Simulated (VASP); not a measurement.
All values below come from LDA (Ceperley-Alder, Perdew-Zunger), VASP's LDA PAW potentials (set 64) (plane waves; VASP).

VASP ran on this input.

POSCAR:
```
Sr2CdPt2
4.59370
 -0.4962883950   0.6460043103   1.0000000000
  0.4962883950  -0.6460043103   1.0000000000
  0.4962883950   0.6460043103  -1.0000000000
Pt Cd Sr
2 1 2
Cart
 -0.0000000000   0.2976012656   1.0000000000
  0.4962883950   0.3484030446   0.0000000000
  0.0000000000   0.0000000000   0.0000000000
  0.0000000000   0.6460043103   0.3999000000
  0.4962883950  -0.0000000000   0.6001000000
```

**INCAR**
```
SYSTEM=Sr2CdPt2
PREC=Accurate; ENCUT=300; LREAL=.FALSE.
LASPH=.TRUE.
EDIFF=1E-6; NELM=100; ALGO=Normal
LMAXMIX=6
ISMEAR=0; SIGMA=0.05
ISIF=2
LWAVE=.FALSE.; LCHARG=.FALSE.
```

### KPOINTS
```
Automatic mesh
0
Gamma
5 5 5
0 0 0
```

POTCAR, in this order: Pt Cd Sr_sv (LDA.64 set). Program: vasp_std.

The run wrote:

File OSZICAR:
```
       N       E                     dE             d eps       ncg     rms          rms(c)
DAV:   1     0.253618793372E+03    0.25362E+03   -0.19468E+04  1706   0.103E+03
DAV:   2    -0.773526129114E+01   -0.26135E+03   -0.25194E+03  1899   0.292E+02
DAV:   3    -0.243368529381E+02   -0.16602E+02   -0.16347E+02  2682   0.607E+01
DAV:   4    -0.249504284468E+02   -0.61358E+00   -0.61026E+00  2285   0.974E+00
DAV:   5    -0.249654628364E+02   -0.15034E-01   -0.15034E-01  2417   0.133E+00    0.321E+01
DAV:   6    -0.241407854002E+02    0.82468E+00   -0.32141E+00  1919   0.110E+01    0.149E+01
DAV:   7    -0.239954641000E+02    0.14532E+00   -0.98461E-01  1958   0.488E+00    0.720E+00
DAV:   8    -0.239404430302E+02    0.55021E-01   -0.35771E-01  2053   0.344E+00    0.771E-01
DAV:   9    -0.239394556902E+02    0.98734E-03   -0.11702E-02  2152   0.549E-01    0.396E-01
DAV:  10    -0.239391187883E+02    0.33690E-03   -0.20065E-03  2393   0.205E-01    0.123E-01
DAV:  11    -0.239391101991E+02    0.85893E-05   -0.21935E-04  2207   0.644E-02    0.267E-02
DAV:  12    -0.239391130545E+02   -0.28554E-05   -0.11684E-05  2060   0.168E-02    0.755E-03
DAV:  13    -0.239391130694E+02   -0.14881E-07   -0.10559E-06  1132   0.581E-03
   1 F= -.23939113E+02 E0= -.23937765E+02  d E =-.269544E-02
```

File OUTCAR:
```
------------------------ aborting loop because EDIFF is reached ----------------------------------------
  FORCE on cell =-STRESS in cart. coord.  units (eV):
  Direction    XX          YY          ZZ          XY          YZ          ZX
  --------------------------------------------------------------------------------------
  Total       -3.3370292     -4.0015768     -2.8301036      0.0000000      0.0000000      0.0000000
  in kB      -43.0083888    -51.5732292    -36.4750171      0.0000000      0.0000000      0.0000000
  external PRESSURE =     -43.6855450 kB  Pullay stress =       0.0000000 kB
  volume of cell :      124.31
      direct lattice vectors                 reciprocal lattice vectors
    -2.279800000  2.967550000  4.593700000     0.000000000  0.168489158  0.108844722
     2.279800000 -2.967550000  4.593700000     0.219317484  0.000000000  0.108844722
     2.279800000  2.967550000 -4.593700000     0.219317484  0.168489158  0.000000000
 POSITION                                       TOTAL-FORCE (eV/Angst)
 -----------------------------------------------------------------------------------
      0.00000      1.36709      4.59370         0.000000     -0.209132      0.000000
      2.27980      1.60046      0.00000        -0.000000      0.209132      0.000000
      0.00000      0.00000      0.00000         0.000000      0.000000      0.000000
      0.00000      2.96755      1.83702         0.000000      0.000000     -0.013167
      2.27980     -0.00000      2.75668        -0.000000      0.000000      0.013167
 -----------------------------------------------------------------------------------
    total drift:                                0.000000      0.000000     -0.000000
  FREE ENERGIE OF THE ION-ELECTRON SYSTEM (eV)
  ---------------------------------------------------
  free  energy   TOTEN  =       -23.9391130694 eV

  energy  without entropy=      -23.9364176319  energy(sigma->0) =      -23.93776535
```
(Selected blocks of OUTCAR.)

File OUTCAR:
```
 val. band max:        4.4320566588   @ k =   0.2000  -0.2000   0.2000

 cond. band min:       4.4719594693   @ k =  -0.4000   0.4000   0.4000


 Fermi energy:         4.4655239255

 k-point     1 :       0.0000    0.0000    0.0000
  band No.  band energies     occupation
      1     -30.6284      2.00000
      2     -30.5699      2.00000
      3     -13.0066      2.00000
      4     -12.8608      2.00000
      5     -12.8287      2.00000
      6     -12.6954      2.00000
      7     -12.6761      2.00000
      8     -12.6464      2.00000
      9      -4.3344      2.00000
     10      -4.2473      2.00000
     11      -4.1506      2.00000
     12      -4.1394      2.00000
     13      -4.1254      2.00000
     14      -2.4165      2.00000
     15       0.4987      2.00000
     16       0.6656      2.00000
     17       0.7785      2.00000
     18       0.7915      2.00000
     19       1.3707      2.00000
     20       1.9116      2.00000
     21       2.0637      2.00000
     22       2.0649      2.00000
     23       2.9208      2.00000
     24       3.1419      2.00000
     25       4.3696      1.99333
     26       4.8556      0.00000
     27       5.0474      0.00000
     28       5.4211      0.00000
     29       5.5198      0.00000
     30       6.2356      0.00000
     31       6.3080      0.00000

 k-point     2 :       0.2000    0.0000   -0.0000
  band No.  band energies     occupation
      1     -30.6232      2.00000
      2     -30.5748      2.00000
      3     -12.9850      2.00000
      4     -12.8769      2.00000
      5     -12.8140      2.00000
      6     -12.7237      2.00000
      7     -12.6896      2.00000
      8     -12.6396      2.00000
      9      -4.3187      2.00000
     10      -4.2478      2.00000
     11      -4.1567      2.00000
     12      -4.1471      2.00000
     13      -4.1290      2.00000
     14      -2.1225      2.00000
     15       0.5191      2.00000
     16       0.6690      2.00000
     17       0.8463      2.00000
...
```

At this cut-off the stress carries a Pulay error, which pulls relaxed volumes low. Unless said otherwise, spin-orbit coupling is left out, though it shifts the bands of the heavy elements here.

The structure comes from a measured Sr2CdPt2 entry (Immm) of the Crystallography Open Database, whose conditions weren't checked. The cell was not relaxed at this level. The k-mesh is coarse (spacing up to 0.35 per Å, 2π included), so the numbers may not be converged in it.
